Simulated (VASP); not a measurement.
# BiB (F-43m) in VASP: further runs

Runs on BiB. Level: PBE. Tasks: single point, relaxation of cell and atoms.

Everything below comes from runs of VASP 6.6.1. Logs are shortened: lines on timing, memory, paths and dates and some standing lists are left out, and cuts for length are marked.

## (1) The structure

It takes space group F-43m (No. 216, cubic). Conventional cell: a = 5.524 Å, b = 5.524 Å, c = 5.524 Å, α = 90.00°, β = 90.00°, γ = 90.00°. Around B (site symmetry -43m) lie 4 Bi at 2.39 Å. Bi (site symmetry -43m) has 4 B at 2.39 Å as nearest neighbours.

The cell comes from a database or a generator and needn't be the stable form of this composition.

## (2) Single point, PBE

Input file INCAR:

```
PREC = Accurate ; ENCUT = 520
EDIFF = 1E-7 ; ISMEAR = -1
SIGMA = 0.05 ; LREAL = False
LASPH = True ; NELM = 100
ALGO = Fast ; ISIF = 2
LWAVE = False ; LCHARG = True
GGA = PE ; LELF = True
LVHAR = True ; NBANDS = 16
```

Input file KPOINTS:

```
Automatic mesh
0
Gamma
  11 11 11
```

Input file POSCAR:

```
BiB
1.0
    0.0000000000      2.7619878051      2.7619878051
    2.7619878051      0.0000000000      2.7619878051
    2.7619878051      2.7619878051      0.0000000000
B Bi
1 1
Direct
    0.0000000000      0.0000000000      0.0000000000
    0.2500000000      0.2500000000      0.2500000000
```

Potentials or basis: VASP PAW PBE potentials, release 64 (B, Bi_d).

Launch:

```
$ cat potpaw_PBE.64/B/POTCAR potpaw_PBE.64/Bi_d/POTCAR > POTCAR
$ mpirun -np 1 vasp_std > vasp.out
```

OUTCAR:

```text
PREC = Accurate
   ENCUT = 520
   EDIFF = 1E-7
   ISMEAR = -1
   LREAL = False
   LASPH = True
   NELM = 100
   ISIF = 2
   GGA = PE

 ion  position               nearest neighbor table
   1  0.000  0.000  0.000-   2 2.39   2 2.39   2 2.39   2 2.39
   2  0.250  0.250  0.250-   1 2.39   1 2.39   1 2.39   1 2.39

  LATTYP: Found a face centered cubic cell.
 ALAT       =     5.5239756102

  Lattice vectors:

 A1 = (   0.0000000000,   2.7619878051,   2.7619878051)
 A2 = (   2.7619878051,   0.0000000000,   2.7619878051)
 A3 = (   2.7619878051,   2.7619878051,   0.0000000000)

Analysis of symmetry for initial positions (statically):
=====================================================================
 Subroutine PRICEL returns:
 Original cell was already a primitive cell.

 Routine SETGRP: Setting up the symmetry group for a
 face centered cubic supercell.

 Subroutine GETGRP returns: Found 24 space group operations
 (whereof 24 operations were pure point group operations)
 out of a pool of 48 trial point group operations.

The static configuration has the point symmetry T_d .

Analysis of symmetry for dynamics (positions and initial velocities):
=====================================================================
 Subroutine PRICEL returns:
 Original cell was already a primitive cell.

 Routine SETGRP: Setting up the symmetry group for a
 face centered cubic supercell.

 Subroutine GETGRP returns: Found 24 space group operations
 (whereof 24 operations were pure point group operations)
 out of a pool of 48 trial point group operations.

The dynamic configuration has the point symmetry T_d .

 Subroutine INISYM returns: Found 24 space group operations
 (whereof 24 operations are pure point group operations),
 and found     1 'primitive' translations

----------------------------------------------------------------------------------------

                                     Primitive cell

  volume of cell :      42.1401

  direct lattice vectors                    reciprocal lattice vectors
     0.000000000  2.761987805  2.761987805    -0.181029040  0.181029040  0.181029040
     2.761987805  0.000000000  2.761987805     0.181029040 -0.181029040  0.181029040
     2.761987805  2.761987805  0.000000000     0.181029040  0.181029040 -0.181029040

  length of vectors
     3.906040613  3.906040613  3.906040613     0.313551494  0.313551494  0.313551494

  position of ions in fractional coordinates (direct lattice)
     0.000000000  0.000000000  0.000000000
     0.250000000  0.250000000  0.250000000

  ion indices of the primitive-cell ions
   primitive index   ion index
                 1           1
                 2           2

----------------------------------------------------------------------------------------

 KPOINTS: Automatic mesh

Automatic generation of k-mesh.
 Grid dimensions read from file:
 generate k-points for:   11   11   11

 Generating k-lattice:

  Cartesian coordinates                     Fractional coordinates (reciprocal lattice)
    -0.016457185  0.016457185  0.016457185     0.090909091  0.000000000  0.000000000
     0.016457185 -0.016457185  0.016457185     0.000000000  0.090909091  0.000000000
     0.016457185  0.016457185 -0.016457185     0.000000000  0.000000000  0.090909091

  Length of vectors
     0.028504681  0.028504681  0.028504681

  Shift w.r.t. Gamma in fractional coordinates (k-lattice)
     0.000000000  0.000000000  0.000000000

 Subroutine IBZKPT returns following result:
 ===========================================

 Found     56 irreducible k-points:

 Following reciprocal coordinates:
            Coordinates               Weight
  0.000000  0.000000  0.000000      1.000000
  0.090909  0.000000  0.000000      8.000000
  0.181818  0.000000  0.000000      8.000000
  0.272727  0.000000  0.000000      8.000000
  0.363636  0.000000  0.000000      8.000000
  0.454545  0.000000  0.000000      8.000000
[... 16 lines left out ...]
 -0.272727  0.181818  0.000000     24.000000
 -0.181818  0.181818  0.000000     12.000000
 [... further k-points ...]
   k-points           NKPTS =     56   k-points in BZ     NKDIM =     56   number of bands    NBANDS=     16
   number of dos      NEDOS =    301   number of ions     NIONS =      2
   total plane-waves  NPLWV =  27000
   dimension x,y,z NGX =    30 NGY =   30 NGZ =   30
   dimension x,y,z NGXF=    60 NGYF=   60 NGZF=   60
   ions per type =               1   1
   NGX,Y,Z   is equivalent  to a cutoff of  12.77, 12.77, 12.77 a.u.
   NGXF,Y,Z  is equivalent  to a cutoff of  25.54, 25.54, 25.54 a.u.
 SYSTEM =  unknown system
   PREC   = accura    normal or accurate (medium, high low for compatibility)
   ISTART =      0    job   : 0-new  1-cont  2-samecut
   ICHARG =      2    charge: 1-file 2-atom 10-const
   ISPIN  =      1    spin polarized calculation?
   LNONCOLLINEAR =      F non collinear calculations
   LSORBIT =      F    spin-orbit coupling
   LASPH  =      T    aspherical Exc in radial PAW
   ENCUT  =  520.0 eV  38.22 Ry    6.18 a.u.   7.26  7.26  7.26*2*pi/ulx,y,z
   NELM   =    100;   NELMIN=  2; NELMDL= -5     # of ELM steps
   EDIFF  = 0.1E-06   stopping-criterion for ELM
   LREAL  =      F    real-space projection
   EDIFFG = 0.1E-05   stopping-criterion for IOM
   NSW    =      0    number of steps for IOM
   IBRION =     -1    ionic relax: 0-MD 1-quasi-New 2-CG
   NFREE  =      0    steps in history (QN), initial steepest desc. (CG)
   ISIF   =      2    stress and relaxation
   ISYM   =      2    0-nonsym 1-usesym 2-fastsym
   POTIM  = 0.5000    time-step for ionic-motion
   TEBEG  =    0.0;   TEEND  =   0.0 temperature during run
   PSTRESS=    0.0 pullay stress
   NELECT =      18.0000    total number of electrons
   NUPDOWN=      -1.0000    fix difference up-down
   EMIN   =  10.00;   EMAX   =-10.00  energy-range for DOS
   EFERMI =   0.00;   METHOD = LEGACY
   ISMEAR =    -1;   SIGMA  =   0.05  broadening in eV -4-tet -1-fermi 0-gaus
   EFERMI_NEDOS =   21; number of points for ismear=-14 and -15
   IALGO  =     68    algorithm
   IMIX   =      4    mixing-type and parameters
     AMIX     =   0.40;   BMIX     =  1.00
     AMIX_MAG =   1.60;   BMIX_MAG =  1.00
  volume/ion in A,a.u.               =      21.07       142.19
  Fermi-wavevector in a.u.,A,eV,Ry     =   1.232917  2.329876 20.682010  1.520085
  Thomas-Fermi vector in A             =   2.367668
   LORBIT       =      0    0 simple, 1 ext, 2 COOP (PROOUT), +10 PAW based schemes
   GGA     = PE    functional components
   LHFCALC =     F    Hartree Fock is set to
   AEXX    =    0.0000 exact exchange contribution
   IVDW    =     0    specifies the selected vdW correction
   LEPSILON=     F    determine dielectric tensor
   LRPA    =     F    only Hartree local field effects (RPA)
 non-spin polarized calculation
 RMM-DIIS sequential band-by-band and
  energy-cutoff  :      520.00
  volume of cell :       42.14
 maximum number of plane-waves:      1147
 NGX is ok and might be reduce to    30
   NGX = 15   NGY = 15   NGZ = 15

 number of electron      18.0000003 magnetization

 Free energy of the ion-electron system (eV)
  ---------------------------------------------------
  ext. energy  EPLUGINS =         0.00000000
  ---------------------------------------------------
  free energy    TOTEN  =        -8.99940951 eV

  energy without entropy =       -8.99922583  energy(sigma->0) =       -8.99931767

 E-fermi :   7.0118     XC(G=0):  -9.9407

 val. band max:        6.9087446494   @ k =   0.0000   0.0000   0.0000
 cond. band min:       7.0472885718   @ k =   0.0000   0.0000   0.0000
 fundamental gap:      0.1385439225
 Fermi energy:         7.0117500678

 k-point     1 :       0.0000    0.0000    0.0000
  band No.  band energies     occupation
      1     -16.1827      2.00000
      2     -16.1827      2.00000
      3     -16.1827      2.00000
      4     -16.1051      2.00000
      5     -16.1051      2.00000
      6      -7.0769      2.00000
[... 8 lines left out ...]
     15      17.4422      0.00000
     16      17.4422      0.00000

 k-point     2 :       0.0909    0.0000    0.0000
  band No.  band energies     occupation
      1     -16.1822      2.00000
      2     -16.1796      2.00000
      3     -16.1796      2.00000
      4     -16.1050      2.00000
      5     -16.1050      2.00000
      6      -6.9732      2.00000
[... 8 lines left out ...]
     15      16.7925      0.00000
     16      16.7976      0.00000

 k-point     3 :       0.1818    0.0000    0.0000
  band No.  band energies     occupation
      1     -16.1809      2.00000
      2     -16.1721      2.00000
      3     -16.1721      2.00000
      4     -16.1038      2.00000
      5     -16.1038      2.00000
      6      -6.6686      2.00000
[... 8 lines left out ...]
     15      16.2558      0.00000
     16      16.2558      0.00000

 k-point     4 :       0.2727    0.0000    0.0000
  band No.  band energies     occupation
      1     -16.1793      2.00000
      2     -16.1649      2.00000
      3     -16.1649      2.00000
      4     -16.0996      2.00000
      5     -16.0996      2.00000
      6      -6.1898      2.00000
[... 8 lines left out ...]
     15      16.3117      0.00000
     16      16.3117      0.00000

 k-point     5 :       0.3636    0.0000    0.0000
  band No.  band energies     occupation
      1     -16.1782      2.00000
      2     -16.1611      2.00000
      3     -16.1611      2.00000
      4     -16.0928      2.00000
      5     -16.0928      2.00000
      6      -5.6140      2.00000
[... 8 lines left out ...]
     15      16.9770      0.00000
     16      16.9770      0.00000

 k-point     6 :       0.4545    0.0000    0.0000
  band No.  band energies     occupation
      1     -16.1776      2.00000
      2     -16.1600      2.00000
      3     -16.1600      2.00000
      4     -16.0876      2.00000
      5     -16.0876      2.00000
      6      -5.1503      2.00000
[... 8 lines left out ...]
     15      17.8591      0.00000
     16      17.8591      0.00000

 k-point     7 :       0.0909    0.0909    0.0000
  band No.  band energies     occupation
      1     -16.1857      2.00000
      2     -16.1765      2.00000
      3     -16.1765      2.00000
      4     -16.1074      2.00000
      5     -16.1029      2.00000
      6      -6.9385      2.00000
[... 8 lines left out ...]
     15      15.7159      0.00000
     16      17.7628      0.00000

 k-point     8 :       0.1818    0.0909    0.0000
  band No.  band energies     occupation
      1     -16.1867      2.00000
      2     -16.1695      2.00000
      3     -16.1688      2.00000
      4     -16.1091      2.00000
      5     -16.1002      2.00000
      6      -6.7002      2.00000
[... 8 lines left out ...]
     15      15.2028      0.00000
     16      17.3340      0.00000

 k-point     9 :       0.2727    0.0909    0.0000
  band No.  band energies     occupation
      1     -16.1846      2.00000
      2     -16.1626      2.00000
      3     -16.1607      2.00000
      4     -16.1078      2.00000
      5     -16.0959      2.00000
      6      -6.2769      2.00000
[... 8 lines left out ...]
     15      15.8814      0.00000
     16      17.1553      0.00000
[... 172 lines left out ...]
 k-point    19 :       0.3636    0.1818    0.0000
  band No.  band energies     occupation
      1     -16.1925      2.00000
      2     -16.1470      2.00000
      3     -16.1438      2.00000
      4     -16.1135      2.00000
      5     -16.0875      2.00000
      6      -5.6613      2.00000
[... 8 lines left out ...]
     15      17.1841      0.00000
     16      18.3744      0.00000

 k-point    20 :       0.4545    0.1818    0.0000
  band No.  band energies     occupation
      1     -16.1862      2.00000
      2     -16.1479      2.00000
      3     -16.1418      2.00000
      4     -16.1068      2.00000
      5     -16.0848      2.00000
      6      -5.1160      2.00000
[... 8 lines left out ...]
     15      17.4212      0.00000
     16      18.6894      0.00000

 k-point    21 :      -0.4545    0.1818    0.0000
  band No.  band energies     occupation
      1     -16.1796      2.00000
      2     -16.1511      2.00000
      3     -16.1422      2.00000
      4     -16.0997      2.00000
      5     -16.0877      2.00000
      6      -4.7983      2.00000
[... 8 lines left out ...]
     15      17.4489      0.00000
     16      17.9233      0.00000

 k-point    22 :      -0.3636    0.1818    0.0000
  band No.  band energies     occupation
      1     -16.1752      2.00000
      2     -16.1550      2.00000
      3     -16.1442      2.00000
      4     -16.0959      2.00000
      5     -16.0943      2.00000
      6      -4.9809      2.00000
[... 8 lines left out ...]
     15      16.6460      0.00000
     16      17.6612      0.00000

 k-point    23 :      -0.2727    0.1818    0.0000
  band No.  band energies     occupation
      1     -16.1754      2.00000
      2     -16.1577      2.00000
      3     -16.1493      2.00000
      4     -16.1047      2.00000
      5     -16.0924      2.00000
      6      -5.4923      2.00000
[... 8 lines left out ...]
     15      16.4700      0.00000
     16      17.8315      0.00000

 k-point    24 :      -0.1818    0.1818    0.0000
  band No.  band energies     occupation
      1     -16.1790      2.00000
      2     -16.1597      2.00000
      3     -16.1586      2.00000
      4     -16.1084      2.00000
      5     -16.0943      2.00000
      6      -6.0269      2.00000
[... 8 lines left out ...]
     15      16.4434      0.00000
     16      16.7743      0.00000

 [... further k-points ...]

------------------------ aborting loop because EDIFF is reached ----------------------------------------

  FORCE on cell =-STRESS in cart. coord.  units (eV):
  Direction    XX          YY          ZZ          XY          YZ          ZX
  --------------------------------------------------------------------------------------
  -------------------------------------------------------------------------------------
  Total       -0.0230916     -0.0230916     -0.0230916      0.0000000      0.0000000     -0.0000000
  in kB       -0.8779488     -0.8779488     -0.8779488      0.0000000      0.0000000     -0.0000000
  external PRESSURE =      -0.8779488 kB  Pullay stress =       0.0000000 kB

 VOLUME and BASIS-vectors are now :
 -----------------------------------------------------------------------------
  energy-cutoff  :      520.00
  volume of cell :       42.14
      direct lattice vectors                 reciprocal lattice vectors
     0.000000000  2.761987805  2.761987805    -0.181029040  0.181029040  0.181029040
     2.761987805  0.000000000  2.761987805     0.181029040 -0.181029040  0.181029040
     2.761987805  2.761987805  0.000000000     0.181029040  0.181029040 -0.181029040

 POSITION                                       TOTAL-FORCE (eV/Angst)
 -----------------------------------------------------------------------------------
      0.00000      0.00000      0.00000        -0.000000     -0.000000     -0.000000
      1.38099      1.38099      1.38099         0.000000      0.000000      0.000000
 -----------------------------------------------------------------------------------
    total drift:                                0.000000      0.000000      0.000000

  FREE ENERGIE OF THE ION-ELECTRON SYSTEM (eV)
  ---------------------------------------------------
  free  energy   TOTEN  =        -8.9994095064 eV

  energy  without entropy=       -8.9992258309  energy(sigma->0) =       -8.99931767
```

Run time: 38 s. Hardware: 1 thread of Intel Xeon Platinum 8488C (Sapphire Rapids), shared host; peak memory 0.18 GiB.

Results:

```yaml
Free_energy: -8.9994 eV
Pressure: -0.1 GPa
Band_gap_on_the_k_mesh: 0.14 eV, direct
```

Caveat: spin-orbit coupling is left out, which as a rule narrows the gap of such compounds by several tenths of an eV; an odd mesh through Γ misses points on the zone boundary, where band edges often lie. As with any semilocal functional, this PBE gap is likely too small.

## (3) Relaxation of cell and atoms, PBE (cell and atoms relaxed from a first guess)

Input file INCAR:

```
SYSTEM = BiB
ALGO = Normal
EDIFF = 1E-6
EDIFFG = -0.005
ENCUT = 600
GGA = PE
IBRION = 2
ISIF = 3
ISMEAR = -1
LASPH = .True.
LCHARG = .False.
LREAL = .False.
LWAVE = .False.
NELM = 100
NSW = 100
PREC = Accurate
SIGMA = 0.05
```

Input file KPOINTS:

```
k-points
0
Gamma
  11 11 11
  0 0 0
```

Input file POSCAR:

```
BiB
1.0
    0.0000000000      2.7842965243      2.7842965243
    2.7842965243      0.0000000000      2.7842965243
    2.7842965243      2.7842965243      0.0000000000
B Bi
1 1
Direct
    0.0000000000      0.0000000000      0.0000000000
    0.2500000000      0.2500000000      0.2500000000
```

Potentials or basis: VASP PAW PBE potentials, release 64 (B, Bi_d).

Launch:

```
$ cat potpaw_PBE.64/B/POTCAR potpaw_PBE.64/Bi_d/POTCAR > POTCAR
$ mpirun -np 1 vasp_std > vasp.out
```

Wall time 43 s (1 thread of Intel Xeon Platinum 8488C (Sapphire Rapids), shared host); peak memory 0.2 GiB.

Results (log left out):

```
Free energy                            : -9.0002 eV
Relaxed volume                         : 21.05 Å³/atom
Relaxed cell                           : a = 3.905 Å, b = 3.905 Å, c = 3.905 Å, α = 60.00°, β = 60.00°, γ = 60.00°
Space group after relaxing (to 0.05 Å) : F-43m (No. 216)
Energy gained by relaxing              : 2.9 meV/atom
Ionic steps                            : 3
Pressure after relaxing                : 0.0 GPa
Band gap on the k mesh                 : 0.14 eV, direct
```

Step by step:
| step | energy change (eV) | largest force (eV/Å) | pressure (GPa) | volume (Å³) |
| --- | --- | --- | --- | --- |
| 1 | 0.0000 | 0.0000 | -1.70 | 43.17 |
| 2 | -0.0051 | 0.0000 | 0.63 | 41.76 |
| 3 | -0.0058 | 0.0000 | 0.00 | 42.11 |

Final structure:
```
B Bi
1.0
     0.00000    2.76129    2.76129
     2.76129    0.00000    2.76129
     2.76129    2.76129    0.00000
B Bi
1 1
Direct
  0.00000 0.00000 0.00000
  0.25000 0.25000 0.25000
```

Levels at points of the mesh, in eV from the valence-band top:
| k point | band 6 | band 7 | band 8 | band 9 | band 10 | band 11 | band 12 | band 13 |
| --- | --- | --- | --- | --- | --- | --- | --- | --- |
| (0.00, 0.00, 0.00) | -13.99 | 0.00 | 0.00 | 0.00 | 0.14 | 2.78 | 2.78 | 2.78 |

Caveat: spin-orbit coupling is left out, which as a rule narrows the gap of such compounds by several tenths of an eV; an odd mesh through Γ misses points on the zone boundary, where band edges often lie.
